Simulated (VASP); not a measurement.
# RbSnS (P4/mmm) in VASP: a series of runs

The runs below take RbSnS through single point, relaxation of cell and atoms, with PBE.

Program: VASP 6.6.1. These are calculated values, not measurements. Logs are shortened: lines on timing, memory, paths and dates and some standing lists are left out, and cuts for length are marked.

**1. The cell of the first run**

It takes space group P4/mmm (No. 123, tetragonal). Conventional cell: a = 4.638 Å, b = 4.638 Å, c = 5.233 Å, α = 90.00°, β = 90.00°, γ = 90.00°. Rb (site symmetry 4/mmm) is surrounded by 4 S at 3.28 Å. Sn (site symmetry 4/mmm) has 2 S at 2.62 Å as nearest neighbours. S (site symmetry 4/mmm) is surrounded by 2 Sn at 2.62 Å.

The cell was built by a generator and needn't be a form met in nature.

**2. Single point, PBE (random cell by space group and Wyckoff sites (P4/mmm, No. 123))**

File INCAR:

```
SYSTEM = RbSnS
ALGO     = Normal         ! electronic algorithm
EDIFF    = 1E-6           ! SCF threshold, eV
ENCUT    = 520            ! plane-wave cutoff, eV
GGA      = PE             ! functional
ISIF     = 2              ! what is computed and relaxed
ISMEAR   = 0              ! smearing method
LASPH    = .TRUE.         ! aspherical terms in the spheres
LCHARG   = .FALSE.        ! write CHGCAR
LREAL    = .FALSE.        ! projectors in reciprocal space
LWAVE    = .FALSE.        ! write WAVECAR
NBANDS   = 22             ! bands
NELM     = 100            ! most SCF steps
PREC     = Accurate       ! precision mode
SIGMA    = 0.1            ! smearing width, eV
```

File KPOINTS:

```
k-points
0
G
  4 4 4
  0 0 0
```

File POSCAR:

```
RbSnS
1.0
    4.6383200824      0.0000000000      0.0000000000
    0.0000000000      4.6383200824      0.0000000000
    0.0000000000      0.0000000000      5.2327486466
Rb Sn S
1 1 1
Direct
    0.0000000000      0.0000000000      0.0000000000
    0.5000000000      0.5000000000      0.5000000000
    0.5000000000      0.5000000000      0.0000000000
```

Potentials or basis: VASP PAW PBE potentials, release 64 (Rb_sv, Sn_d, S).

Launch:

```
cat potpaw_PBE.64/Rb_sv/POTCAR potpaw_PBE.64/Sn_d/POTCAR potpaw_PBE.64/S/POTCAR > POTCAR
mpirun -np 1 vasp_std > vasp.out
```

OUTCAR:

```text
SYSTEM = RbSnS
   EDIFF = 1E-6
   ENCUT = 520
   GGA = PE
   ISIF = 2
   ISMEAR = 0
   LASPH = .TRUE.
   LREAL = .FALSE.
   NELM = 100
   PREC = Accurate

 ion  position               nearest neighbor table
   1  0.000  0.000  0.000-   3 3.28   3 3.28   3 3.28   3 3.28   2 4.20   2 4.20   2 4.20   2 4.20
                             2 4.20   2 4.20   2 4.20   2 4.20
   2  0.500  0.500  0.500-   3 2.62   3 2.62   1 4.20   1 4.20   1 4.20   1 4.20   1 4.20   1 4.20
                             1 4.20   1 4.20
   3  0.500  0.500  0.000-   2 2.62   2 2.62   1 3.28   1 3.28   1 3.28   1 3.28

  LATTYP: Found a simple tetragonal cell.
 ALAT       =     4.6383200824
 C/A-ratio  =     1.1281560034

  Lattice vectors:

 A1 = (   4.6383200824,   0.0000000000,   0.0000000000)
 A2 = (   0.0000000000,   4.6383200824,   0.0000000000)
 A3 = (   0.0000000000,   0.0000000000,   5.2327486466)

Analysis of symmetry for initial positions (statically):
=====================================================================
 Subroutine PRICEL returns:
 Original cell was already a primitive cell.

 Routine SETGRP: Setting up the symmetry group for a
 simple tetragonal supercell.

 Subroutine GETGRP returns: Found 16 space group operations
 (whereof 16 operations were pure point group operations)
 out of a pool of 16 trial point group operations.

The static configuration has the point symmetry D_4h.

Analysis of symmetry for dynamics (positions and initial velocities):
=====================================================================
 Subroutine PRICEL returns:
 Original cell was already a primitive cell.

 Routine SETGRP: Setting up the symmetry group for a
 simple tetragonal supercell.

 Subroutine GETGRP returns: Found 16 space group operations
 (whereof 16 operations were pure point group operations)
 out of a pool of 16 trial point group operations.

The dynamic configuration has the point symmetry D_4h.

 Subroutine INISYM returns: Found 16 space group operations
 (whereof 16 operations are pure point group operations),
 and found     1 'primitive' translations

----------------------------------------------------------------------------------------
[... 75 lines left out ...]
   ions per type =               1   1   1
   NGX,Y,Z   is equivalent  to a cutoff of  12.90, 12.90, 12.71 a.u.
   NGXF,Y,Z  is equivalent  to a cutoff of  25.81, 25.81, 25.42 a.u.
 SYSTEM =  RbSnS
   PREC   = accura    normal or accurate (medium, high low for compatibility)
   ISTART =      0    job   : 0-new  1-cont  2-samecut
   ICHARG =      2    charge: 1-file 2-atom 10-const
   ISPIN  =      1    spin polarized calculation?
   LNONCOLLINEAR =      F non collinear calculations
   LSORBIT =      F    spin-orbit coupling
   LASPH  =      T    aspherical Exc in radial PAW
   ENCUT  =  520.0 eV  38.22 Ry    6.18 a.u.   8.62  8.62  9.73*2*pi/ulx,y,z
   NELM   =    100;   NELMIN=  2; NELMDL= -5     # of ELM steps
   EDIFF  = 0.1E-05   stopping-criterion for ELM
   LREAL  =      F    real-space projection
[... 7 lines left out ...]
   TEBEG  =    0.0;   TEEND  =   0.0 temperature during run
   PSTRESS=    0.0 pullay stress
   NELECT =      29.0000    total number of electrons
   NUPDOWN=      -1.0000    fix difference up-down
   EMIN   =  10.00;   EMAX   =-10.00  energy-range for DOS
   EFERMI =   0.00;   METHOD = LEGACY
   ISMEAR =     0;   SIGMA  =   0.10  broadening in eV -4-tet -1-fermi 0-gaus
   EFERMI_NEDOS =   21; number of points for ismear=-14 and -15
   IALGO  =     38    algorithm
   IMIX   =      4    mixing-type and parameters
     AMIX     =   0.40;   BMIX     =  1.00
     AMIX_MAG =   1.60;   BMIX_MAG =  1.00
  volume/ion in A,a.u.               =      37.53       253.24
  Fermi-wavevector in a.u.,A,eV,Ry     =   1.041655  1.968442 14.762924  1.085044
  Thomas-Fermi vector in A             =   2.176285
   LORBIT       =      0    0 simple, 1 ext, 2 COOP (PROOUT), +10 PAW based schemes
   GGA     = PE    functional components
   LHFCALC =     F    Hartree Fock is set to
   AEXX    =    0.0000 exact exchange contribution
   IVDW    =     0    specifies the selected vdW correction
   LEPSILON=     F    determine dielectric tensor
   LRPA    =     F    only Hartree local field effects (RPA)
 non-spin polarized calculation
 Gauss-broadening in eV      SIGMA  =   0.10
  energy-cutoff  :      520.00
  volume of cell :      112.58
 maximum number of plane-waves:      3060
 NGX is ok and might be reduce to    36
   NGX = 17   NGY = 17   NGZ = 19

 number of electron      28.9999988 magnetization

 Free energy of the ion-electron system (eV)
  ---------------------------------------------------
  ext. energy  EPLUGINS =         0.00000000
  ---------------------------------------------------
  free energy    TOTEN  =        -9.99509617 eV

  energy without entropy =       -9.98289676  energy(sigma->0) =       -9.98899647

 E-fermi :   2.5083     XC(G=0):  -7.8393

 val. band max:        2.4636264396   @ k =   0.5000   0.0000   0.5000
 cond. band min:       2.5451243172   @ k =   0.2500   0.0000   0.5000
 fundamental gap:      0.0814978777
 Fermi energy:         2.5082559658

 k-point     1 :       0.0000    0.0000    0.0000
  band No.  band energies     occupation
      1     -24.4983      2.00000
      2     -19.3495      2.00000
      3     -19.3400      2.00000
      4     -19.3386      2.00000
      5     -19.2984      2.00000
      6     -19.2984      2.00000
[... 439 lines left out ...]
     21       9.8556      0.00000
     22       9.9087      0.00000

------------------------ aborting loop because EDIFF is reached ----------------------------------------

  FORCE on cell =-STRESS in cart. coord.  units (eV):
  Direction    XX          YY          ZZ          XY          YZ          ZX
  --------------------------------------------------------------------------------------
  -------------------------------------------------------------------------------------
  Total        0.0139249      0.0139249      0.1861196      0.0000000     -0.0000000      0.0000000
  in kB        0.1981768      0.1981768      2.6488142      0.0000000     -0.0000000      0.0000000
  external PRESSURE =       1.0150560 kB  Pullay stress =       0.0000000 kB

 VOLUME and BASIS-vectors are now :
 -----------------------------------------------------------------------------
  energy-cutoff  :      520.00
  volume of cell :      112.58
      direct lattice vectors                 reciprocal lattice vectors
     4.638320082  0.000000000  0.000000000     0.215595298  0.000000000  0.000000000
     0.000000000  4.638320082  0.000000000     0.000000000  0.215595298  0.000000000
     0.000000000  0.000000000  5.232748647     0.000000000  0.000000000  0.191104153

 POSITION                                       TOTAL-FORCE (eV/Angst)
 -----------------------------------------------------------------------------------
      0.00000      0.00000      0.00000         0.000000      0.000000      0.000000
      2.31916      2.31916      2.61637         0.000000      0.000000      0.000000
      2.31916      2.31916      0.00000         0.000000      0.000000      0.000000
 -----------------------------------------------------------------------------------
    total drift:                                0.000000      0.000000      0.000000

  FREE ENERGIE OF THE ION-ELECTRON SYSTEM (eV)
  ---------------------------------------------------
  free  energy   TOTEN  =        -9.9950961729 eV

  energy  without entropy=       -9.9828967635  energy(sigma->0) =       -9.98899647
```

stdout:

```text
POSCAR found type information on POSCAR RbSnS
 POSCAR found :  3 types and       3 ions
 scaLAPACK will be used
 LDA part: xc-table for (Slater+PW92), standard interpolation
 POSCAR, INCAR and KPOINTS ok, starting setup
 FFT: planning ... GRIDC
 FFT: planning ... GRID_SOFT
 FFT: planning ... GRID
 WAVECAR not read
 entering main loop
```

Wall time 25 s (1 thread of Intel Xeon Platinum 8488C (Sapphire Rapids), shared host); peak memory 0.23 GiB.

Results:

- Free energy: -9.9951 eV
- Pressure: 0.1 GPa
- Band gap on the k mesh: none (metal or under the smearing width)

**3. Relaxation of cell and atoms, PBE (random cell by space group and Wyckoff sites (P4/mmm, No. 123))**

File INCAR:

```
PREC = Accurate ; ENCUT = 600
EDIFF = 1E-7 ; ISMEAR = 0
SIGMA = 0.1 ; LREAL = False
LASPH = True ; NELM = 100
ALGO = Normal ; ISIF = 3
LWAVE = False ; LCHARG = False
GGA = PE ; IBRION = 2
NSW = 90 ; EDIFFG = -0.04
```

File KPOINTS:

```
Automatic mesh
0
Gamma
  4 4 4
```

File POSCAR:

```
RbSnS
1.0
    4.8622554600      0.0000000000      0.0000000000
    0.0000000000      4.8622554600      0.0000000000
    0.0000000000      0.0000000000      4.0054311000
Rb Sn S
1 1 1
Direct
    0.0000000000      0.0000000000      0.0000000000
    0.5000000000      0.5000000000      0.5000000000
    0.5000000000      0.5000000000      0.0000000000
```

Potentials or basis: VASP PAW PBE potentials, release 64 (Rb_sv, Sn_d, S).

Launch:

```
cat potpaw_PBE.64/Rb_sv/POTCAR potpaw_PBE.64/Sn_d/POTCAR potpaw_PBE.64/S/POTCAR > POTCAR
mpirun -np 1 vasp_std > vasp.out
```

Wall time 2.8 min (1 thread of Intel Xeon Platinum 8488C (Sapphire Rapids), shared host); peak memory 0.25 GiB.

Results (log left out):

```yaml
Free_energy: -9.9916 eV
Relaxed_volume: 37.70 Å³/atom
Relaxed_cell: a = 4.638 Å, b = 4.638 Å, c = 5.258 Å, α = 90.00°, β = 90.00°, γ = 90.00°
Space_group_after_relaxing_to_0.05_Å: P4/mmm (No. 123)
Energy_gained_by_relaxing: 1745.5 meV/atom
Ionic_steps: 9
Pressure_after_relaxing: 0.0 GPa
Band_gap_on_the_k_mesh: none (metal or under the smearing width)
```

Stress tensor (GPa, compression positive):
```
 0.03  0.00  0.00
 0.00  0.03  0.00
 0.00  0.00 -0.17
```

The path:
| step | energy change (eV) | largest force (eV/Å) | pressure (GPa) | volume (Å³) |
| --- | --- | --- | --- | --- |
| 1 | 0.0000 | 0.0000 | 27.57 | 94.69 |
| 2 | -3.4109 | 0.0000 | -3.75 | 167.98 |
| 3 | -5.1595 | 0.0000 | -1.63 | 127.14 |
| 4 | -5.1738 | 0.0000 | -1.44 | 126.01 |
| 5 | -5.1896 | 0.0000 | -0.83 | 122.89 |
| 6 | -5.1896 | 0.0000 | -0.95 | 123.45 |
| 7 | -5.2147 | 0.0000 | -0.71 | 119.97 |
| 8 | -5.2354 | 0.0000 | -0.21 | 114.62 |
| 9 | -5.2364 | 0.0000 | -0.04 | 113.11 |

Final structure:
```
Rb Sn S
1.0
     4.63821    0.00000    0.00000
     0.00000    4.63821    0.00000
     0.00000    0.00000    5.25793
Rb Sn S
1 1 1
Direct
  0.00000 0.00000 0.00000
  0.50000 0.50000 0.50000
  0.50000 0.50000 0.00000
```

Levels at points of the mesh, in eV from the Fermi level:
| k point | band 10 | band 11 | band 12 | band 13 | band 14 | band 15 | band 16 | band 17 | band 18 |
| --- | --- | --- | --- | --- | --- | --- | --- | --- | --- |
| (0.00, 0.00, 0.00) | -11.07 | -6.12 | -4.77 | -2.35 | -2.35 | 1.96 | 1.96 | 2.25 | 2.78 |
| (0.50, 0.00, 0.00) | -10.76 | -5.78 | -4.77 | -3.60 | -2.70 | -0.19 | 2.29 | 4.28 | 4.87 |
| (0.50, 0.50, 0.00) | -11.16 | -5.49 | -4.65 | -2.89 | -2.89 | 0.49 | 0.49 | 2.22 | 3.77 |
| (0.00, 0.00, 0.50) | -11.07 | -7.99 | -1.99 | -1.99 | -0.36 | 0.64 | 0.64 | 1.64 | 3.41 |
| (0.50, 0.00, 0.50) | -10.74 | -7.88 | -2.97 | -2.38 | -1.26 | -0.06 | 1.11 | 2.23 | 4.34 |
| (0.50, 0.50, 0.50) | -11.19 | -7.64 | -2.31 | -2.31 | -1.14 | -1.14 | 0.18 | 2.54 | 3.65 |

Caveat: the k mesh is coarse (spacing up to 0.39 Å⁻¹), so the values aren't converged; the volume moved by over 15 % at a fixed basis, so the end points are rough.

**4. Single point, PBE (random cell by space group and Wyckoff sites (P4/mmm, No. 123))**

File INCAR:

```
SYSTEM = RbSnS
ALGO = Normal ; EDIFF = 1E-6
ENCUT = 520 ; GGA = PE
ISIF = 2 ; ISMEAR = 0
LASPH = .TRUE. ; LCHARG = .TRUE.
LELF = .TRUE. ; LREAL = .FALSE.
LVHAR = .TRUE. ; LWAVE = .FALSE.
NBANDS = 22 ; NELM = 100
PREC = Accurate ; SIGMA = 0.1
```

File KPOINTS:

```
k-points
0
G
  4 4 4
  0 0 0
```

POSCAR is that of step 3.

Launch:

```
cat potpaw_PBE.64/Rb_sv/POTCAR potpaw_PBE.64/Sn_d/POTCAR potpaw_PBE.64/S/POTCAR > POTCAR
mpirun -np 1 vasp_std > vasp.out
```

It took 31 s on 1 thread of Intel Xeon Platinum 8488C (Sapphire Rapids), shared host; peak memory 0.2 GiB.

It converged, with:

| Property | Result |
| --- | --- |
| Free energy | -4.7546 eV |
| Pressure | 27.6 GPa |
| Band gap on the k mesh | none (metal or under the smearing width) |

Stress tensor (GPa, compression positive):
```
-0.83  0.00  0.00
 0.00 -0.83  0.00
 0.00  0.00 84.31
```

Levels at points of the mesh, in eV from the Fermi level:
| k point | band 11 | band 12 | band 13 | band 14 | band 15 | band 16 | band 17 | band 18 |
| --- | --- | --- | --- | --- | --- | --- | --- | --- |
| (0.00, 0.00, 0.00) | -8.03 | -5.45 | -5.45 | -3.70 | 0.81 | 1.11 | 3.12 | 3.12 |
| (0.50, 0.00, 0.00) | -8.03 | -6.21 | -5.67 | -3.26 | 0.34 | 2.52 | 3.47 | 3.99 |
| (0.50, 0.50, 0.00) | -8.01 | -5.74 | -5.74 | -2.97 | 1.01 | 1.56 | 1.56 | 4.39 |
| (0.00, 0.00, 0.50) | -10.57 | -4.05 | -4.05 | -0.93 | -0.93 | 1.64 | 2.04 | 2.51 |
| (0.50, 0.00, 0.50) | -10.62 | -4.63 | -4.28 | -1.90 | -0.54 | 1.58 | 3.48 | 4.11 |
| (0.50, 0.50, 0.50) | -10.53 | -4.24 | -4.24 | -2.18 | -2.18 | 3.98 | 4.22 | 4.31 |

Caveat: the k mesh is coarse (spacing up to 0.39 Å⁻¹), so the values aren't converged; so large a pressure means that the cell lies far from this level's equilibrium, or that cutoff or potentials fall short.

**5. Single point, PBE (random cell by space group and Wyckoff sites (P4/mmm, No. 123))**

File INCAR:

```
PREC = Accurate
ENCUT = 520
EDIFF = 1E-7
ISMEAR = 0
SIGMA = 0.1
LREAL = F
LASPH = T
NELM = 100
ALGO = Fast
ISIF = 2
LWAVE = F
LCHARG = F
GGA = PE
NBANDS = 22
```

File KPOINTS:

```
Automatic mesh
0
Gamma
  10 10 10
```

File POSCAR:

```
RbSnS
1.0
    4.6491582498      0.0000000000      0.0000000000
    0.0000000000      4.6491582498      0.0000000000
    0.0000000000      0.0000000000      5.3285706561
Rb Sn S
1 1 1
Direct
    0.0000000000      0.0000000000      0.0000000000
    0.5000000000      0.5000000000      0.5000000000
    0.5000000000      0.5000000000      0.0000000000
```

Launch:

```
cat potpaw_PBE.64/Rb_sv/POTCAR potpaw_PBE.64/Sn_d/POTCAR potpaw_PBE.64/S/POTCAR > POTCAR
mpirun -np 1 vasp_std > vasp.out
```

Run time: 6.6 min. Hardware: 1 thread of Intel Xeon Platinum 8488C (Sapphire Rapids), shared host; peak memory 0.46 GiB.

The run converged. Its results:

```yaml
Free_energy: -10.0074 eV
Pressure: 0.0 GPa
Band_gap_on_the_k_mesh: none (metal or under the smearing width)
```

Levels at points of the mesh, in eV from the Fermi level:
```
           k point  band 12  band 13  band 14  band 15  band 16  band 17
(0.00, 0.00, 0.00)    -4.33    -2.00    -2.00     2.10     2.10     2.46
(0.50, 0.00, 0.00)    -4.33    -3.27    -2.35    -0.02     2.42     4.50
(0.50, 0.50, 0.00)    -4.21    -2.56    -2.56     0.64     0.64     2.41
(0.00, 0.00, 0.50)    -1.65    -1.65    -0.17     0.87     0.87     1.73
(0.50, 0.00, 0.50)    -2.65    -2.04    -1.06     0.11     1.32     2.33
(0.50, 0.50, 0.50)    -1.98    -1.98    -0.91    -0.91     0.33     2.66
```

**6. Overview**

```csv
task,cell,k mesh,cutoff (eV),mesh quality,gap on the mesh (eV),pressure (GPa)
single point,"random cell by space group and Wyckoff sites (P4/mmm, No. 123)",4 × 4 × 4,520,not flagged,none,0.1
relaxation of cell and atoms,"relaxed from: random cell by space group and Wyckoff sites (P4/mmm, No. 123)",4 × 4 × 4,600,coarse,none,0.0
single point,"random cell by space group and Wyckoff sites (P4/mmm, No. 123)",4 × 4 × 4,520,coarse,none,27.6
single point,"random cell by space group and Wyckoff sites (P4/mmm, No. 123)",10 × 10 × 10,520,not flagged,none,0.0
```

Alike in all rows: level PBE; potentials or basis VASP PAW PBE potentials, release 64 (Rb_sv, Sn_d, S); no spin polarisation; smearing gaussian 0.1 eV.

Caveats: some runs use coarse meshes; the volume moved by over 15 % at a fixed basis, so the end points are rough (some runs); so large a pressure means that the cell lies far from this level's equilibrium, or that cutoff or potentials fall short (some runs).

Total energies depend on the potentials used, so only differences within one code and one set of settings carry meaning.
